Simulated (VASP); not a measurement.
Here is the system:

```
CELL_PARAMETERS angstrom
      3.57003     0.00000     0.00000
      0.00000     3.57003     0.00000
      0.00000     0.00000     3.57003
ATOMIC_POSITIONS crystal
  Cs 0.00000 0.00000 0.00000
  Br 0.50000 0.50000 0.50000
```

Computed with LDA (Ceperley-Alder, Perdew-Zunger), VASP's LDA PAW potentials (set 64) (plane waves; VASP). Run with 500 eV cut-off, 7×7×7 Γ-centred mesh, Gaussian smearing of 0.050 eV, potentials Cs_sv Br.

Unless said otherwise, spin-orbit coupling is left out, though it shifts the bands of the heavy elements here.

Q: Estimate the energy per atom (σ→0), pressure, band gap (on the k-mesh) with the smallest direct gap where there is one.

A: 
```json
{
  "band gap (on the k-mesh)": "2.72 eV",
  "smallest direct gap (on the k-mesh)": "2.72 eV",
  "energy per atom (σ→0)": "-253.2 kJ/mol-atom",
  "pressure": "29.93 GPa"
}
```

The compound is CsBr in the CsCl type structure. It was relaxed first under an external pressure of 30 GPa.
